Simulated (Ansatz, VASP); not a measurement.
# Cross-check of Zn3InTe3P between VASP and Ansatz

Wanted: the spread between two codes on one cell, functional and k mesh. The cell is generated by rule, not measured, and may not be a known phase. The cell is taken from a series of runs on this material, whose earlier steps may have relaxed, scaled, displaced or heated it; both programs get it as it stands.

Program: Ansatz 0.2.0. Level of theory: plane waves, with VASP 6.6.1 beside it; relaxation of cell and atoms at LDA. Results are calculated unless marked as measured.

The structure was built from a prototype and need not be the compound's stable phase.

**1. Set-up**

It takes space group Pmm2 (No. 25, orthorhombic). The conventional cell has a = 4.195 Å, b = 4.209 Å, c = 11.940 Å, α = 90.00°, β = 90.00°, γ = 90.00°. In has 2 P at 2.50 Å and 2 Te at 2.82 Å nearest. P has 2 Zn at 2.36 Å and 2 In at 2.50 Å nearest. Te has 4 Zn at 2.57 to 2.62 Å nearest. Te has 4 Zn at 2.57 to 2.61 Å nearest. Nearest to Te lie 2 Zn at 2.60 Å and 2 In at 2.82 Å. Zn has 2 P at 2.36 Å and 2 Te at 2.62 Å nearest. Farther neighbours and most contacts between anions are not listed.

As a file:

```cif
data_structure
_symmetry_space_group_name_H-M 'P 1'
_symmetry_Int_Tables_number 1
_cell_length_a 4.2091
_cell_length_b 4.1946
_cell_length_c 11.9395
_cell_angle_alpha 90.000
_cell_angle_beta 90.000
_cell_angle_gamma 90.000
_cell_volume 210.80
loop_
_atom_site_label
_atom_site_type_symbol
_atom_site_fract_x
_atom_site_fract_y
_atom_site_fract_z
_atom_site_occupancy
In1 In 0.00000 0.00000 0.03015 1
P2 P 0.50000 0.00000 0.14343 1
Te3 Te 0.00000 0.50000 0.36622 1
Te4 Te 0.50000 0.00000 0.61932 1
Te5 Te 0.00000 0.50000 0.87210 1
Zn6 Zn 0.50000 0.50000 0.23490 1
Zn7 Zn 0.00000 0.00000 0.48999 1
Zn8 Zn 0.50000 0.50000 0.74389 1
```

**2. Ansatz: relaxation of cell and atoms, LDA**

Ansatz runs on its default PAW (the set named soft_2) files.

The relaxed volume is the usual yardstick between codes: in a stiff, nearly cubic crystal its relative difference is about their pressure difference at one cell divided by the bulk modulus.

input.yaml

```yaml
crystal:
  lattice:
    - [2.9762595255, 2.9762595255, 0.0]
    - [-2.9660262853, 2.9660262853, 0.0]
    - [0.0, 0.0, 11.9395367161]
  atoms:
    - { symbol: In, position: [0.0, 0.0, 0.0301538497] }
    - { symbol: P, position: [0.5, 0.0, 0.1434333303] }
    - { symbol: Te, position: [0.0, 0.5, 0.3662245267] }
    - { symbol: Te, position: [0.5, 0.0, 0.6193170835] }
    - { symbol: Te, position: [0.0, 0.5, 0.8720972221] }
    - { symbol: Zn, position: [0.5, 0.5, 0.2348961205] }
    - { symbol: Zn, position: [0.0, 0.0, 0.4899926038] }
    - { symbol: Zn, position: [0.5, 0.5, 0.7438852634] }
kpoints:
  mp_grid: { grid: [6, 6, 2] }
hamiltonian:
  xc: lda
scf:
  occupations: { method: gaussian, width: 0.02 }
output:
  forces: true
  stress: true
  eigenvalues: true
  write_density: true
  write_potential: true
  elf: true
  volumetric_format: npy
relax:
  adjacent_minimum: "off"
  f_tol: 0.005
  max_steps: 80
  cell: { stress_tol: 0.05 }
```

Command:

```console
$ ansatz run input.yaml --threads 8 --pin off --max-ram 14336MiB --backend cpu --events-out ev --progress --plain --runs-dir out
```

Numbers of over 12 decimals in the logs are rounded to 6 here.

The log of the run:

```text
Engine: ansatz 0.2.0, x86_64-unknown-linux-gnu
Pseudopotentials: kind: paw
Pseudopotential: In, paw, valence charge 13, recommended cutoff 420 eV (normal), In.paw.azcp
Pseudopotential: P, paw, valence charge 5, recommended cutoff 420 eV (normal), P.paw.azcp
Pseudopotential: Te, paw, valence charge 16, recommended cutoff 420 eV (normal), Te.paw.azcp
Pseudopotential: Zn, paw, valence charge 12, recommended cutoff 420 eV (normal), Zn.paw.azcp
Functional definition: SPW92
  exchange = slater_x
  correlation = pw_c
Crystal: 8 atoms, lattice volume = 210.796 Å³
Basis set: ecut = 420 eV, 4079 PW (Γ)
Bands: 62, of which v1, the nominal top of the filled ones, is band 51 counted from 1 (50 counted from 0)
Symmetry: 4 space group operations
Space group: Pmm2 (ITA 25), of the structure as read, at distance tolerance 6.0e-5 Å
k-points: 32 of 72
Non-local potential: In, projectors of the file, l = 0: 2, l = 1: 2, l = 2: 2, l = 3: 2
Non-local potential: P, projectors of the file, l = 0: 2, l = 1: 2, l = 2: 2
Non-local potential: Te, projectors of the file, l = 0: 2, l = 1: 2, l = 2: 2, l = 3: 2
Non-local potential: Zn, projectors of the file, l = 0: 2, l = 1: 2, l = 2: 3, l = 3: 1
PAW form: soft (Blöchl's): semilocal exchange-correlation on the pseudo side does not see the compensation charge
PAW frozen core: In, regenerated for the run's functional, and the local potential with it (the file was generated under x = pbe(κ = 0.804, μ = 0.219515), c = pbe(β = 0.066725))
PAW frozen core: P, regenerated for the run's functional, and the local potential with it (the file was generated under x = pbe(κ = 0.804, μ = 0.219515), c = pbe(β = 0.066725))
PAW frozen core: Te, regenerated for the run's functional, and the local potential with it (the file was generated under x = pbe(κ = 0.804, μ = 0.219515), c = pbe(β = 0.066725))
PAW frozen core: Zn, regenerated for the run's functional, and the local potential with it (the file was generated under x = pbe(κ = 0.804, μ = 0.219515), c = pbe(β = 0.066725))
PAW one-centre angular grid: In, 590 points (default); XC on 64 Gauss nodes
PAW one-centre angular grid: P, 110 points (default); XC on 64 Gauss nodes
PAW one-centre angular grid: Te, 590 points (default); XC on 64 Gauss nodes
PAW one-centre angular grid: Zn, 590 points (default); XC on 64 Gauss nodes
Initial density: superposition of atomic densities (neutral atoms: chi_scale 0, normalization atom), corrected by the library's trained network
Initial wavefunctions: pseudopotential atomic-orbital guess
Functional: x = slater, c = lda
SCF iter   1: F=—  HF=-36406.096941 eV  |F-HF|=—  |Δ(HF+E_count)|=         —  Δρ=5.87e-3  dr2=9.03e-2  ethr=1.77e-3  ⟨swp⟩=9.0  Hψ=9242  notcnv=0  defer=8
preconditioner: auto → Resta (q_TF=auto, 2.417 Å⁻¹)  ε∞=4.8  [insulator: Δε(μ)=0.923 eV  Ē_g=11.084 eV  σ=0.020 eV  W_gap=1.00  n_scr=56 (ndim 8)  ℏωp=21.7 eV  f_vac=0.065  D(μ)=0.00/eV (n_scr^D=0)  ε∞_Penn≈4.8]
SCF iter   2: F=—  HF=-36406.075040 eV  |F-HF|=—  |Δ(HF+E_count)|=   2.19e-2  Δρ=2.57e-3  dr2=1.20e-2  ethr=8.85e-5  ⟨swp⟩=3.0  Hψ=2979  notcnv=0  defer=164
SCF iter   3: F=—  HF=-36406.072697 eV  |F-HF|=—  |Δ(HF+E_count)|=   2.34e-3  Δρ=1.31e-3  dr2=2.02e-3  ethr=1.18e-5  ⟨swp⟩=2.3  Hψ=3173  notcnv=0  defer=164
SCF iter   4: F=—  HF=-36406.072108 eV  |F-HF|=—  |Δ(HF+E_count)|=   5.89e-4  Δρ=4.32e-4  dr2=3.65e-4  ethr=1.98e-6  ⟨swp⟩=2.0  Hψ=2851  notcnv=0  defer=164
SCF iter   5: F=—  HF=-36406.072028 eV  |F-HF|=—  |Δ(HF+E_count)|=   8.08e-5  Δρ=1.53e-4  dr2=5.70e-5  ethr=3.58e-7  ⟨swp⟩=2.0  Hψ=2686  notcnv=0  defer=164
SCF iter   6: F=—  HF=-36406.072019 eV  |F-HF|=—  |Δ(HF+E_count)|=   8.92e-6  Δρ=4.47e-5  dr2=7.51e-6  ethr=5.59e-8  ⟨swp⟩=2.0  Hψ=2256  notcnv=0  defer=164
SCF iter   7: F=—  HF=-36406.072022 eV  |F-HF|=—  |Δ(HF+E_count)|=   3.31e-6  Δρ=4.71e-5  dr2=3.07e-6  ethr=7.36e-9  ⟨swp⟩=2.0  Hψ=2812  notcnv=0  defer=164
SCF iter   8: F=—  HF=-36406.072020 eV  |F-HF|=—  |Δ(HF+E_count)|=   1.43e-6  Δρ=9.26e-6  dr2=2.15e-7  ethr=3.01e-9  ⟨swp⟩=2.0  Hψ=2692  notcnv=0  defer=164
SCF iter   9: F=-36406.072020 eV  HF=-36406.072020 eV  |F-HF|=1.27e-9  |Δ(HF+E_count)|=   5.19e-9  Δρ=2.84e-6  dr2=2.08e-8  ethr=9.80e-11  ⟨swp⟩=16.8  Hψ=15935  notcnv=0
SCF 1 converged in 9 iterations: F = -36406.072020 eV  dr2 = 2.08e-8
  greatest PAW one-centre occupation: 0.999 electrons in one spin orbital (limit 2), on the Te atom at site 4 (counted from 0), in its partial waves of l = 2
relax step   1: F+E_penalty+E_count = -36406.07202049 eV  Δ(F+E_penalty+E_count) = +0.000e0 eV  max|allowed force component| = 2.266e-2 eV/Å  Δτ_max = 0.0000 Å  P = +0.001 GPa  Ω = 210.796 Å³  (9 SCF iters, dr2 threshold 1.00e-7 eV, accepted)
[...]
relax step   3: F+E_penalty+E_count = -36406.07224698 eV  Δ(F+E_penalty+E_count) = -3.410e-5 eV  max|allowed force component| = 4.537e-3 eV/Å  Δτ_max = 0.0024 Å  P = -0.001 GPa  Ω = 210.793 Å³  energy of the carried Pulay correction = +8.682e-7 eV  (5 SCF iters, dr2 threshold 3.97e-8 eV, accepted)
[...]
relax step   4: F+E_penalty+E_count = -36406.07225645 eV  Δ(F+E_penalty+E_count) = -9.476e-6 eV  max|allowed force component| = 4.556e-3 eV/Å  Δτ_max = 0.0000 Å  P = -0.001 GPa  Ω = 210.793 Å³  stress off target by 9.85e-3 GPa  SCF on the basis re-selected at this cell (its energy is not comparable with the rows above)  (6 SCF iters)
basis re-selected at this cell: Δ(F+E_penalty+E_count) = -9.476e-6 eV, ΔP = -0.000 GPa vs the last step (what re-selecting the basis moved, of the pressure what is left beyond the Pulay correction that the steps carried, after the strain that the cell walked since its last selection, with what the two solves' SCF thresholds leave and, on support functions, any second-order correction that the steps lacked; it is no m [...]
SCF converged after 6 iterations
Free energy (F): -36406.072256 eV
Harris-Foulkes:  -36406.072256 eV  (|F-HF|=4.37e-11)
Internal energy: -36406.072256 eV  (E = F + TS)
E sigma→0 (E₀):  -36406.072256 eV
Fermi energy:    7.850916 eV
--- Per-component energies (eV) ---
  E_band       = -847.548966
  E_kinetic    = 1257.383780
  E_local      = -11565.763365  (includes V_loc(G=0)·N_el)
  E_nonlocal   = 1339.005013
  E_hartree    = 5705.844591
  E_xc         = -1054.289124
  E_vxc        = -639.031466  (∫ρ·V_xc dr)
  E_paw        = -23352.843173  (= ΣΔE_a)
  E_vpaw       = -2650.830530  (= ΣTr[D̂ρ^β])
  E_aug_tail   = -0.001608  (compensation charges beyond the density's cutoff)
  E_ewald      = -8742.517667
  E_core_change = 7.109295  (= ΣΔE_core)
  E_smearing   = -0.000000  (= −TS)
  E_closure    = 0.000000  (closes the sum)
  Σ components = -36406.072256   (vs F -36406.072256, Δ=0.00e0)
--- Forces (eV/Å), atoms counted from 1 ---
  atom   1  In    -0.00000000    -0.00000000    -0.00156571
  atom   2  P     -0.00000000    -0.00000000    -0.00455767
  atom   3  Te    -0.00000000    -0.00000000    -0.00063280
  atom   4  Te    -0.00000000    -0.00000000    -0.00015676
  atom   5  Te     0.00000000     0.00000000     0.00401594
  atom   6  Zn     0.00000000     0.00000000     0.00151820
  atom   7  Zn     0.00000000     0.00000000     0.00027096
  atom   8  Zn     0.00000000     0.00000000     0.00109566
  max |Σ_I F_I| component: 1.22e-5 eV/Å
--- Stress (GPa, compression-positive) ---
       -0.000651      -0.009199       0.000000
       -0.009199      -0.000651      -0.000000
        0.000000      -0.000000      -0.002786
  P = ⅓ Tr σ = -0.0014 GPa (-0.014 kbar)
--- Band table (eV; the first three rows and the last of 32) ---
  k-point 0: bands = [... 47 lower, 6.0129, 7.3081, 7.3801, 7.3991, 8.3027, 9.2858, 9.4088, 9.7965, ... 7 higher]
  k-point 1: bands = [... 47 lower, 6.6185, 6.6958, 7.0232, 7.0288, 9.0274, 9.3554, 9.6669, 9.7572, ... 7 higher]
  k-point 2: bands = [... 47 lower, 5.9279, 6.1051, 6.8327, 7.2969, 9.0825, 9.5940, 10.1491, 10.3567, ... 7 higher]
  k-point 31: bands = [... 47 lower, 4.6458, 4.8371, 5.0885, 5.1707, 9.4249, 9.4796, 10.1592, 10.1947, ... 7 higher]
--- Relaxed structure (3 steps of the walk, 3 accepted, 1 SCFs on fresh bases) ---
  F+E_penalty+E_count = -36406.07225645 eV   max|allowed force component| = 4.556e-3 eV/Å   (the final SCF, on the basis selected at the relaxed cell)
  cell:  # Å, volume = 210.7932 Å³
    - [2.977769, 2.977769, 5.617342183288434e-19]
    - [-2.961622, 2.961622, -2.3181347840102534e-19]
    - [1.5932987230097688e-18, 6.601493607221881e-19, 11.951050]
  atoms:
    - { symbol: In, position: [0, 0, 0.030039] }
    - { symbol: P, position: [0.5, 0, 0.143257] }
    - { symbol: Te, position: [-1.3852160965532175e-19, 0.5, 0.366093] }
    - { symbol: Te, position: [0.5, 0, 0.619154] }
    - { symbol: Te, position: [-3.2989377537176365e-19, 0.5, 0.871862] }
    - { symbol: Zn, position: [0.5, 0.5, 0.235149] }
    - { symbol: Zn, position: [1.0560016009679966e-19, -1.0596449665335168e-19, 0.490309] }
    - { symbol: Zn, position: [0.5, 0.5, 0.744138] }
```

Reading the cycles: dr2 is the Hartree energy of the density residual (eV), the measure of convergence; HF is the Harris–Foulkes estimate of the energy, which meets the free energy F at convergence.

(Part 1 of 2 ends here.)

[Lines on the potential files, build, host, timing and source positions are cut from VASP's logs without a mark.]

[Logs are printed without paths, hosts, clocks, repeated set-up lines and the standing remarks that a program may print on its own settings, such as how far it seeks lower states.]

[Hosts, paths, dates, database ids (printed as entryN), source tags and the programs' standing remarks are cut or masked in the printed files.]
